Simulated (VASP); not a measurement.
# BN (Qingsongite): convergence with the smearing and k-mesh, part 2 of 3

Aim: find what the smearing and k-mesh change for BN (Qingsongite), and what they cost. The series runs use PBE. The start is a cell from a database of measured crystal structures.

VASP 6.6.1; PBE; plane waves and PAW (B, N).

So far. Step 8 (Smearing: ISMEAR = 1, SIGMA = 0.05): Against the run before the energy at zero width stays within 0.01 meV an atom and the pressure within 0.01 GPa, after 12 cycles in 3.8 s. The entropy term T·S comes to 0.00 meV an atom in size.

### 9. Smearing: ISMEAR = 1, SIGMA = 0.1

The input, INCAR:

```
SYSTEM = BN
PREC = Accurate
ENCUT = 520
EDIFF = 1E-06
NELM = 100
ISMEAR = 1
SIGMA = 0.1
LREAL = .FALSE.
ALGO = Normal
GGA = PE
NBANDS = 10
LORBIT = 11
LWAVE = .FALSE.
LCHARG = .FALSE.
KPAR = 2
ISIF = 2
```

The input, POSCAR:

```
BN
1.0
    0.0000000000      1.8075000000      1.8075000000
    1.8075000000      0.0000000000      1.8075000000
    1.8075000000      1.8075000000      0.0000000000
B N
1 1
Direct
    0.0000000000      0.0000000000      0.0000000000
    0.2500000000      0.2500000000      0.2500000000
```

The input, KPOINTS:

```
Automatic mesh
0
Gamma
11 11 11
0 0 0
```

The projector-augmented-wave data sets are B and N (PBE family, release 64).

The run is started by

```
$ mpirun -np 2 vasp_std
```

The program printed:

```text
[... set-up lines as in an earlier step ...]
 entering main loop
       N       E                     dE             d eps       ncg     rms          rms(c)
DAV:   1     0.958206730756E+01    0.95821E+01   -0.51698E+03  1144   0.804E+02
DAV:   2    -0.179365760831E+02   -0.27519E+02   -0.26754E+02  1434   0.170E+02
DAV:   3    -0.184142658148E+02   -0.47769E+00   -0.47691E+00  1312   0.197E+01
DAV:   4    -0.184148945520E+02   -0.62874E-03   -0.62872E-03  1200   0.797E-01
[...]
DAV:  10    -0.174497812882E+02   -0.81261E-04   -0.11915E-04  1228   0.998E-02    0.148E-02
DAV:  11    -0.174497864557E+02   -0.51674E-05   -0.10097E-05  1326   0.271E-02    0.104E-02
DAV:  12    -0.174497864164E+02    0.39288E-07   -0.18548E-06   708   0.992E-03
   1 F= -.17449786E+02 E0= -.17449791E+02  d E =0.141087E-04
```

Elapsed: 4 s, on 2 MPI ranks of AMD EPYC 7R43, shared host; peak memory 0.18 GiB.

From OUTCAR (step 9):

```text
  Total        0.2429999      0.2429999      0.2429999      0.0000000      0.0000000      0.0000000
  in kB       32.9649032     32.9649032     32.9649032      0.0000000      0.0000000      0.0000000
  external PRESSURE =      32.9649032 kB  Pullay stress =       0.0000000 kB

  FREE ENERGIE OF THE ION-ELECTRON SYSTEM (eV)
  ---------------------------------------------------
  free  energy   TOTEN  =       -17.4497864164 eV

  energy  without entropy=      -17.4498005251  energy(sigma->0) =      -17.44979112

[... 3 parts as in an earlier step ...]

[... 1 further part left out ...]
[key lines of the parts left out:]
E-fermi :   7.4866
```

Against the run before the energy at zero width stays within 0.01 meV an atom and the pressure within 0.01 GPa, after 12 cycles in 4 s. The entropy term T·S comes to 0.01 meV an atom in size.

### 10. Smearing: ISMEAR = 1, SIGMA = 0.2

Changes to INCAR since step 9:

```diff
@@ -6,3 +6,3 @@
 ISMEAR = 1
-SIGMA = 0.1
+SIGMA = 0.2
 LREAL = .FALSE.
```

POSCAR is that of step 9.

KPOINTS is that of step 9.

The run is started by

```
$ mpirun -np 2 vasp_std
```

The program printed:

```text
[... set-up lines as in an earlier step ...]
 entering main loop
       N       E                     dE             d eps       ncg     rms          rms(c)
DAV:   1     0.958165740920E+01    0.95817E+01   -0.51698E+03  1144   0.804E+02
DAV:   2    -0.179365714631E+02   -0.27518E+02   -0.26755E+02  1434   0.170E+02
DAV:   3    -0.184141301183E+02   -0.47756E+00   -0.47691E+00  1312   0.197E+01
DAV:   4    -0.184147584738E+02   -0.62836E-03   -0.62834E-03  1200   0.797E-01
[...]
DAV:  10    -0.174496954355E+02   -0.81261E-04   -0.11915E-04  1228   0.998E-02    0.148E-02
DAV:  11    -0.174497006024E+02   -0.51669E-05   -0.10097E-05  1326   0.271E-02    0.104E-02
DAV:  12    -0.174497005635E+02    0.38923E-07   -0.18548E-06   708   0.992E-03
   1 F= -.17449701E+02 E0= -.17449839E+02  d E =0.414630E-03
```

Elapsed: 3.8 s, on 2 MPI ranks; peak memory 0.18 GiB.

Parts of OUTCAR (step 10):

```text
  Total        0.2426919      0.2426919      0.2426919      0.0000000     -0.0000000      0.0000000
  in kB       32.9231137     32.9231137     32.9231137      0.0000000     -0.0000000      0.0000000
  external PRESSURE =      32.9231137 kB  Pullay stress =       0.0000000 kB

  FREE ENERGIE OF THE ION-ELECTRON SYSTEM (eV)
  ---------------------------------------------------
  free  energy   TOTEN  =       -17.4497005635 eV

  energy  without entropy=      -17.4501151934  energy(sigma->0) =      -17.44983877

[... 3 parts as in an earlier step ...]

[... 1 further part left out ...]
[key lines of the parts left out:]
E-fermi :   7.4447
```

Against the run before the energy at zero width moves by -0.02 meV an atom while the pressure stays within 0.01 GPa, after 12 cycles in 3.8 s. The entropy term T·S comes to 0.21 meV an atom in size.

### 11. Smearing: ISMEAR = 1, SIGMA = 0.5

Changes to INCAR since step 10:

```diff
@@ -6,3 +6,3 @@
 ISMEAR = 1
-SIGMA = 0.2
+SIGMA = 0.5
 LREAL = .FALSE.
```

POSCAR is that of step 10.

KPOINTS is that of step 10.

The run is started by

```
$ mpirun -np 2 vasp_std
```

The program printed:

```text
[... set-up lines as in an earlier step ...]
 entering main loop
       N       E                     dE             d eps       ncg     rms          rms(c)
DAV:   1     0.958054920991E+01    0.95805E+01   -0.51698E+03  1144   0.804E+02
DAV:   2    -0.179357179852E+02   -0.27516E+02   -0.26753E+02  1434   0.170E+02
DAV:   3    -0.184130553892E+02   -0.47734E+00   -0.47623E+00  1312   0.197E+01
DAV:   4    -0.184136838761E+02   -0.62849E-03   -0.62847E-03  1200   0.797E-01
[...]
DAV:  10    -0.174488720542E+02   -0.81228E-04   -0.11912E-04  1228   0.998E-02    0.148E-02
DAV:  11    -0.174488772210E+02   -0.51668E-05   -0.10096E-05  1326   0.271E-02    0.104E-02
DAV:  12    -0.174488771825E+02    0.38546E-07   -0.18548E-06   708   0.992E-03
   1 F= -.17448877E+02 E0= -.17449683E+02  d E =0.241850E-02
```

The job ended after 3.6 s (2 MPI ranks; peak memory 0.16 GiB).

Parts of OUTCAR (step 11):

```text
  Total        0.2417342      0.2417342      0.2417342      0.0000000      0.0000000      0.0000000
  in kB       32.7932030     32.7932030     32.7932030      0.0000000      0.0000000      0.0000000
  external PRESSURE =      32.7932030 kB  Pullay stress =       0.0000000 kB

  FREE ENERGIE OF THE ION-ELECTRON SYSTEM (eV)
  ---------------------------------------------------
  free  energy   TOTEN  =       -17.4488771825 eV

  energy  without entropy=      -17.4512956828  energy(sigma->0) =      -17.44968335

[... 3 parts as in an earlier step ...]

[... 1 further part left out ...]
[key lines of the parts left out:]
E-fermi :   7.5505
```

Against the run before the energy at zero width moves by +0.08 meV an atom and the pressure by -0.01 GPa, after 12 cycles in 3.6 s. The entropy term T·S comes to 1.21 meV an atom in size.

### 12. Smearing: ISMEAR = -5

Changes to INCAR since step 11:

```diff
@@ -5,4 +5,4 @@
 NELM = 100
-ISMEAR = 1
-SIGMA = 0.5
+ISMEAR = -5
+SIGMA = 0.05
 LREAL = .FALSE.
```

POSCAR is that of step 11.

KPOINTS is that of step 11.

The run is started by

```
$ mpirun -np 2 vasp_std
```

The program printed:

```text
[... set-up lines as in an earlier step ...]
 entering main loop
       N       E                     dE             d eps       ncg     rms          rms(c)
DAV:   1     0.958812157325E+01    0.95881E+01   -0.51698E+03  1144   0.804E+02
DAV:   2    -0.179365804395E+02   -0.27525E+02   -0.26932E+02  1434   0.170E+02
[... 9 cycles as in an earlier step ...]
DAV:  12    -0.174497995602E+02    0.38836E-07   -0.18548E-06   708   0.992E-03
   1 F= -.17449800E+02 E0= -.17449800E+02  d E =0.000000E+00
```

Run time: 4 s. Hardware: 2 MPI ranks; peak memory 0.18 GiB; 6.9 s of CPU time.

OUTCAR, selected parts (step 12):

```text
  Total        0.2430009      0.2430009      0.2430009      0.0000000     -0.0000000      0.0000000
  in kB       32.9650326     32.9650326     32.9650326      0.0000000     -0.0000000      0.0000000
  external PRESSURE =      32.9650326 kB  Pullay stress =       0.0000000 kB

 POSITION                                       TOTAL-FORCE (eV/Angst)
 -----------------------------------------------------------------------------------
      0.00000      0.00000      0.00000        -0.000000     -0.000000      0.000000
      0.90375      0.90375      0.90375         0.000000      0.000000     -0.000000
 -----------------------------------------------------------------------------------
    total drift:                                0.000000      0.000000      0.000000

[... 4 parts as in an earlier step ...]

[... 1 further part left out ...]
[key lines of the parts left out:]
E-fermi :   7.4979
```

Against the first of the series the energy at zero width stays within 0.01 meV an atom and the pressure within 0.01 GPa, after 12 cycles in 4 s.

### 13. The smearing series as a table

This step: convergence of PBE results with the smearing; plane waves and PAW (VASP 6.6.1).

No new run; the numbers come from the runs before.

Differences are taken from the run with ISMEAR = 0, SIGMA = 0.01. Results of the series, by row:

| setting | status | energy less the reference (meV/atom) | pressure (GPa) | gap (eV) | SCF cycles | wall time (s) |
| --- | --- | --- | --- | --- | --- | --- |
| ISMEAR = 0, SIGMA = 0.01 | converged | 0 | 3.296 | 4.563 | 12 | 3.8 |
| ISMEAR = 0, SIGMA = 0.05 | converged | 0 | 3.296 | 4.563 | 12 | 4.2 |
| ISMEAR = 0, SIGMA = 0.1 | converged | 0 | 3.296 | 4.563 | 12 | 3.8 |
| ISMEAR = 0, SIGMA = 0.2 | converged | 0 | 3.296 | 4.563 | 12 | 4 |
| ISMEAR = 0, SIGMA = 0.5 | converged | 0 | 3.296 | 4.563 | 12 | 4.4 |
| ISMEAR = 1, SIGMA = 0.01 | converged | 0 | 3.296 | 4.563 | 12 | 5 |
| ISMEAR = 1, SIGMA = 0.05 | converged | 0.00218 | 3.296 | 4.563 | 12 | 3.8 |
| ISMEAR = 1, SIGMA = 0.1 | converged | 0.00422 | 3.296 | 4.563 | 12 | 4 |
| ISMEAR = 1, SIGMA = 0.2 | converged | -0.01961 | 3.292 | 4.563 | 12 | 3.8 |
| ISMEAR = 1, SIGMA = 0.5 | converged | 0.0581 | 3.279 | 4.563 | 12 | 3.6 |
| ISMEAR = -5 | converged | 0 | 3.296 | 4.563 | 12 | 4 |

### 14. K-mesh: 3 3 3

This step: PBE; plane waves and PAW (B, N) (VASP 6.6.1).

The sum over the zone converges with the mesh, fast for insulators and slowly for metals.

Changes to INCAR since step 12:

```diff
@@ -5,3 +5,3 @@
 NELM = 100
-ISMEAR = -5
+ISMEAR = -1
 SIGMA = 0.05
```

POSCAR is that of step 12.

The input, KPOINTS:

```
Automatic mesh
0
Gamma
3 3 3
0 0 0
```

The run is started by

```
$ mpirun -np 2 vasp_std
```

The program printed:

```text
[... set-up lines as in an earlier step ...]
 entering main loop
       N       E                     dE             d eps       ncg     rms          rms(c)
DAV:   1     0.138780207127E+02    0.13878E+02   -0.50621E+03    80   0.782E+02
DAV:   2    -0.177209984333E+02   -0.31599E+02   -0.31142E+02   102   0.187E+02
DAV:   3    -0.181526706011E+02   -0.43167E+00   -0.43102E+00    92   0.201E+01
DAV:   4    -0.181531757392E+02   -0.50514E-03   -0.50513E-03    90   0.720E-01
DAV:   5    -0.181531762639E+02   -0.52471E-06   -0.52516E-06    88   0.232E-02    0.695E+00
DAV:   6    -0.171719040006E+02    0.98127E+00   -0.34488E+00    90   0.115E+01    0.340E+00
DAV:   7    -0.170908912857E+02    0.81013E-01   -0.10797E-01    84   0.286E+00    0.196E+00
DAV:   8    -0.170760435262E+02    0.14848E-01   -0.41734E-02    86   0.161E+00    0.203E-01
DAV:   9    -0.170763426235E+02   -0.29910E-03   -0.99697E-04    90   0.276E-01    0.763E-02
DAV:  10    -0.170764262104E+02   -0.83587E-04   -0.12419E-04    80   0.998E-02    0.152E-02
DAV:  11    -0.170764324235E+02   -0.62131E-05   -0.11019E-05   102   0.286E-02    0.990E-03
DAV:  12    -0.170764323966E+02    0.26928E-07   -0.19040E-06    50   0.989E-03
   1 F= -.17076432E+02 E0= -.17076432E+02  d E =-.611567E-11
```

Wall time 1.6 s (2 MPI ranks); peak memory 0.17 GiB; 2 s of CPU time.

OUTCAR, selected parts (step 14):

```text
   k-points           NKPTS =      4   k-points in BZ     NKDIM =      4   number of bands    NBANDS=     10

   NELECT =       8.0000    total number of electrons

 E-fermi :   8.7616

 k-point     1 :       0.0000    0.0000    0.0000
  band No.  band energies     occupation
      1     -12.7507      2.00000
      2       7.5336      2.00000
      3       7.5336      2.00000
      4       7.5336      2.00000
      5      16.2505      0.00000
      6      16.2505      0.00000
      7      16.2505      0.00000
      8      17.8547      0.00000
      9      32.1843      0.00000
    ...

  Total        0.4935945      0.4935945      0.4935945      0.0000000      0.0000000     -0.0000000
  in kB       66.9600881     66.9600881     66.9600881      0.0000000      0.0000000     -0.0000000
  external PRESSURE =      66.9600881 kB  Pullay stress =       0.0000000 kB

 POSITION                                       TOTAL-FORCE (eV/Angst)
 -----------------------------------------------------------------------------------
      0.00000      0.00000      0.00000         0.000000     -0.000000      0.000000
      0.90375      0.90375      0.90375        -0.000000      0.000000     -0.000000
 -----------------------------------------------------------------------------------
    total drift:                                0.000000      0.000000      0.000000

  FREE ENERGIE OF THE ION-ELECTRON SYSTEM (eV)
  ---------------------------------------------------
  free  energy   TOTEN  =       -17.0764323966 eV

  energy  without entropy=      -17.0764323966  energy(sigma->0) =      -17.07643240

[... 6 parts as in an earlier step ...]

[... 8 further parts left out ...]
```

This step gave:

```
irreducible k points           : 4
free energy (TOTEN)            : -17.08 eV
Fermi energy                   : 8.762 eV
pressure                       : 6.696 GPa
conduction bottom at k         : 0.3333, 0.3333, 0
gap on the k-mesh              : 5.607 eV
least direct gap on the k-mesh : 8.717 eV
```

The series starts at -8.5382 eV an atom and 6.70 GPa, after 12 cycles in 1.6 s.

### 15. K-mesh: 4 4 4

INCAR is that of step 14.

POSCAR is that of step 14.

The input, KPOINTS:

```
Automatic mesh
0
Gamma
4 4 4
0 0 0
```

The run is started by

```
$ mpirun -np 2 vasp_std
```

The program printed:

```text
[... set-up lines as in an earlier step ...]
 entering main loop
       N       E                     dE             d eps       ncg     rms          rms(c)
DAV:   1     0.628557390599E+01    0.62856E+01   -0.48793E+03   168   0.788E+02
DAV:   2    -0.178210321388E+02   -0.24107E+02   -0.22777E+02   178   0.159E+02
DAV:   3    -0.183673938182E+02   -0.54636E+00   -0.54501E+00   186   0.208E+01
DAV:   4    -0.183681593634E+02   -0.76555E-03   -0.76554E-03   176   0.855E-01
[...]
DAV:  10    -0.173752139135E+02   -0.90259E-04   -0.12741E-04   164   0.103E-01    0.154E-02
DAV:  11    -0.173752192715E+02   -0.53580E-05   -0.96836E-06   184   0.271E-02    0.105E-02
DAV:  12    -0.173752192710E+02    0.51978E-09   -0.16998E-06    94   0.956E-03
   1 F= -.17375219E+02 E0= -.17375219E+02  d E =-.250791E-10
```

Elapsed: 2 s, on 2 MPI ranks; peak memory 0.16 GiB; 2.5 s of CPU time.

OUTCAR, selected parts (step 15):

```text
  Total        0.2938608      0.2938608      0.2938608      0.0000000      0.0000000      0.0000000
  in kB       39.8645972     39.8645972     39.8645972      0.0000000      0.0000000      0.0000000
  external PRESSURE =      39.8645972 kB  Pullay stress =       0.0000000 kB

 POSITION                                       TOTAL-FORCE (eV/Angst)
 -----------------------------------------------------------------------------------
      0.00000      0.00000      0.00000        -0.000000      0.000000     -0.000000
      0.90375      0.90375      0.90375         0.000000     -0.000000      0.000000
 -----------------------------------------------------------------------------------
    total drift:                                0.000000      0.000000      0.000000

  FREE ENERGIE OF THE ION-ELECTRON SYSTEM (eV)
  ---------------------------------------------------
  free  energy   TOTEN  =       -17.3752192710 eV

  energy  without entropy=      -17.3752192710  energy(sigma->0) =      -17.37521927

[... 1 part as in an earlier step ...]

[... 2 further parts left out ...]
[key lines of the parts left out:]
E-fermi :   8.5476
```

Against the run before the energy moves by -149.39 meV an atom and the pressure by -2.71 GPa, after 12 cycles in 2 s.

### 16. K-mesh: 6 6 6

INCAR is that of step 15.

POSCAR is that of step 15.

The input, KPOINTS:

```
Automatic mesh
0
Gamma
6 6 6
0 0 0
```

The run is started by

```
$ mpirun -np 2 vasp_std
```

The program printed:

```text
[... set-up lines as in an earlier step ...]
 entering main loop
       N       E                     dE             d eps       ncg     rms          rms(c)
DAV:   1     0.829282336160E+01    0.82928E+01   -0.50147E+03   328   0.791E+02
DAV:   2    -0.179789111437E+02   -0.26272E+02   -0.25682E+02   402   0.171E+02
DAV:   3    -0.184124740827E+02   -0.43356E+00   -0.43291E+00   364   0.194E+01
DAV:   4    -0.184129855402E+02   -0.51146E-03   -0.51145E-03   358   0.739E-01
[...]
DAV:  10    -0.174458471807E+02   -0.80539E-04   -0.11589E-04   338   0.991E-02    0.149E-02
DAV:  11    -0.174458523294E+02   -0.51487E-05   -0.94347E-06   366   0.266E-02    0.100E-02
DAV:  12    -0.174458523105E+02    0.18943E-07   -0.17264E-06   202   0.961E-03
   1 F= -.17445852E+02 E0= -.17445852E+02  d E =-.522270E-11
```

Wall time 2.2 s (2 MPI ranks); peak memory 0.16 GiB.

From OUTCAR (step 16):

```text
  Total        0.2457021      0.2457021      0.2457021     -0.0000000     -0.0000000     -0.0000000
  in kB       33.3314777     33.3314777     33.3314777     -0.0000000     -0.0000000     -0.0000000
  external PRESSURE =      33.3314777 kB  Pullay stress =       0.0000000 kB

  FREE ENERGIE OF THE ION-ELECTRON SYSTEM (eV)
  ---------------------------------------------------
  free  energy   TOTEN  =       -17.4458523105 eV

  energy  without entropy=      -17.4458523105  energy(sigma->0) =      -17.44585231

[... 2 parts as in an earlier step ...]

[... 2 further parts left out ...]
[key lines of the parts left out:]
E-fermi :   8.5337
```

Against the run before the energy moves by -35.32 meV an atom and the pressure by -0.65 GPa, after 12 cycles in 2.2 s.

### 17. K-mesh: 7 7 7

INCAR is that of step 16.

POSCAR is that of step 16.

The input, KPOINTS:

```
Automatic mesh
0
Gamma
7 7 7
0 0 0
```

The run is started by

```
$ mpirun -np 2 vasp_std
```

The program printed:

```text
[... set-up lines as in an earlier step ...]
 entering main loop
       N       E                     dE             d eps       ncg     rms          rms(c)
DAV:   1     0.894340092790E+01    0.89434E+01   -0.50187E+03   408   0.789E+02
DAV:   2    -0.180193596177E+02   -0.26963E+02   -0.25978E+02   506   0.168E+02
DAV:   3    -0.184140020880E+02   -0.39464E+00   -0.39404E+00   464   0.188E+01
DAV:   4    -0.184144320018E+02   -0.42991E-03   -0.42991E-03   446   0.674E-01
[...]
DAV:  10    -0.174487471173E+02   -0.81518E-04   -0.11967E-04   438   0.999E-02    0.149E-02
DAV:  11    -0.174487523099E+02   -0.51925E-05   -0.10102E-05   480   0.272E-02    0.105E-02
DAV:  12    -0.174487522674E+02    0.42440E-07   -0.18572E-06   242   0.991E-03
   1 F= -.17448752E+02 E0= -.17448752E+02  d E =-.912230E-10
```

Run time: 2.4 s. Hardware: 2 MPI ranks; peak memory 0.16 GiB; 3.5 s of CPU time.

OUTCAR, selected parts (step 17):

```text
  Total        0.2437985      0.2437985      0.2437985      0.0000000      0.0000000      0.0000000
  in kB       33.0732311     33.0732311     33.0732311      0.0000000      0.0000000      0.0000000
  external PRESSURE =      33.0732311 kB  Pullay stress =       0.0000000 kB

  FREE ENERGIE OF THE ION-ELECTRON SYSTEM (eV)
  ---------------------------------------------------
  free  energy   TOTEN  =       -17.4487522674 eV

  energy  without entropy=      -17.4487522673  energy(sigma->0) =      -17.44875227

[... 2 parts as in an earlier step ...]

[... 2 further parts left out ...]
[key lines of the parts left out:]
E-fermi :   8.3576
```

Against the run before the energy moves by -1.45 meV an atom and the pressure by -0.03 GPa, after 12 cycles in 2.4 s.

### 18. K-mesh: 9 9 9

INCAR is that of step 17.

POSCAR is that of step 17.

The input, KPOINTS:

```
Automatic mesh
0
Gamma
9 9 9
0 0 0
```

The run is started by

```
$ mpirun -np 2 vasp_std
```

The program printed:

```text
[... set-up lines as in an earlier step ...]
 entering main loop
       N       E                     dE             d eps       ncg     rms          rms(c)
DAV:   1     0.999451362922E+01    0.99945E+01   -0.52288E+03   732   0.803E+02
DAV:   2    -0.179795668198E+02   -0.27974E+02   -0.27299E+02   874   0.170E+02
DAV:   3    -0.184143281120E+02   -0.43476E+00   -0.43397E+00   828   0.188E+01
DAV:   4    -0.184149068038E+02   -0.57869E-03   -0.57868E-03   752   0.724E-01
[...]
DAV:  10    -0.174497527793E+02   -0.81059E-04   -0.11881E-04   756   0.998E-02    0.148E-02
DAV:  11    -0.174497579412E+02   -0.51619E-05   -0.10079E-05   814   0.271E-02    0.104E-02
DAV:  12    -0.174497579027E+02    0.38486E-07   -0.18602E-06   442   0.996E-03
   1 F= -.17449758E+02 E0= -.17449758E+02  d E =-.439892E-10
```

Run time: 2.8 s. Hardware: 2 MPI ranks; peak memory 0.17 GiB; 4.4 s of CPU time.

From OUTCAR (step 18):

```text
  Total        0.2431752      0.2431752      0.2431752      0.0000000      0.0000000      0.0000000
  in kB       32.9886854     32.9886854     32.9886854      0.0000000      0.0000000      0.0000000
  external PRESSURE =      32.9886854 kB  Pullay stress =       0.0000000 kB

  FREE ENERGIE OF THE ION-ELECTRON SYSTEM (eV)
  ---------------------------------------------------
  free  energy   TOTEN  =       -17.4497579027 eV

  energy  without entropy=      -17.4497579026  energy(sigma->0) =      -17.44975790

[... 2 parts as in an earlier step ...]

[... 2 further parts left out ...]
[key lines of the parts left out:]
E-fermi :   8.3566
```

Against the run before the energy moves by -0.50 meV an atom and the pressure by -0.01 GPa, after 12 cycles in 2.8 s.

(Part 2 of 3 ends here.)

[Lines on the potential files, build, host, timing and source positions are cut from VASP's logs without a mark.]

[Logs are printed without paths, hosts, clocks, repeated set-up lines and the standing remarks that a program may print on its own settings, such as how far it seeks lower states.]

[Hosts, paths, dates, database ids (printed as entryN), source tags and the programs' standing remarks are cut or masked in the printed files.]

[A measured line is paired with the nearest computed mode of its activity, which favours agreement.]
